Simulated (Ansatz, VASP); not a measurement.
# Sb2Au: VASP beside Ansatz

```
CELL_PARAMETERS angstrom
0.00000 3.39456 3.32800
3.39456 0.00000 3.32800
3.39456 3.39456 0.00000
ATOMIC_POSITIONS crystal
Sb 0.25000 0.25000 0.25000
Sb 0.75000 0.75000 0.75000
Au 0.00000 0.00000 0.00000
```

Change from the starting cell: equal xx and yy strain of +2 %.

Alike in both runs: task single point; functional LDA; k mesh 9 × 9 × 9; occupations fermi-dirac, width 0.08 eV; no spin polarisation.

```csv
,VASP,Ansatz
version,VASP 6.6.1,Ansatz 0.2.0
potentials or method,"VASP PAW LDA potentials, release 64 (Sb, Au), cutoff 520 eV","all-electron LAPW, scalar-relativistic"
```

|  | VASP | Ansatz | Ansatz less VASP |
| --- | --- | --- | --- |
| pressure (GPa) | -0.6 | -0.8 | -0.13 |
| largest component of the traceless stress (GPa) | 0.28 | 0.30 | +0.018 |

Ansatz ran all-electron here, so the differences hold the error of VASP's frozen core and of both bases.

The runs have no spin-orbit coupling, so splittings on Au, Sb are missing.
